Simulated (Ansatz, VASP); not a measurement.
This is a calculation of GaF for Ansatz 0.2.0.

The input input.yaml:

```yaml
crystal:
  lattice:
    - [3.16592, 0.0, 0.0]
    - [0.0, 3.16592, 0.0]
    - [0.0, 0.0, 3.16592]
  atoms:
    - { symbol: Ga, position: [0.0, 0.0, 0.0] }
    - { symbol: F, position: [0.5, 0.5, 0.5] }
hamiltonian:
  xc: pbe
  pseudopotentials: { kind: paw }
kpoints:
  mp_grid: { grid: [8, 8, 8] }
scf:
  occupations: { method: gaussian, width: 0.011 }
output:
  forces: true
  stress: true
  eigenvalues: true
```

Potentials or basis: Ansatz PAW.

Command:

```bash
$ ansatz run input.yaml --threads 2 --pin off --max-ram 5632MiB --backend cpu --events-out ev --progress --plain --runs-dir out
```

Q: Set up the same calculation for VASP 6.6.1. Potentials there: VASP PAW PBE potentials, release 64 (Ga_d, F).

A: As run (the cutoff follows the program's own potentials):

The input INCAR:

```
  PREC = Accurate
  ENCUT = 520
  EDIFF = 1E-7
  ISMEAR = 0
  SIGMA = 0.011
  LREAL = False
  LASPH = True
  NELM = 80
  ALGO = Normal
  ISIF = 2
  LWAVE = False
  LCHARG = False
  GGA = PE
  NBANDS = 17
```

KPOINTS

```
Automatic mesh
0
Gamma
  8 8 8
```

The input POSCAR:

```
GaF
1.0
    3.1659200000      0.0000000000      0.0000000000
    0.0000000000      3.1659200000      0.0000000000
    0.0000000000      0.0000000000      3.1659200000
Ga F
1 1
Direct
    0.0000000000      0.0000000000      0.0000000000
    0.5000000000      0.5000000000      0.5000000000
```

Potentials or basis: VASP PAW PBE potentials, release 64 (Ga_d, F).

Launch:

```console
$ cat potpaw_PBE.64/Ga_d/POTCAR potpaw_PBE.64/F/POTCAR > POTCAR
$ mpirun -np 1 vasp_std > vasp.out
```

Both were run:

|  | VASP | Ansatz | Ansatz less VASP |
| --- | --- | --- | --- |
| gap on the k mesh at the Fermi level (eV) | 0.34 | 0.34 | +0.004 |
| least direct gap on the mesh (eV) | 1.12 | 1.13 | +0.007 |
| pressure (GPa) | -0.1 | 0.1 | +0.14 |

Caveats: the pressure holds a Pulay correction of +0.4 GPa for the finite cutoff (Ansatz).
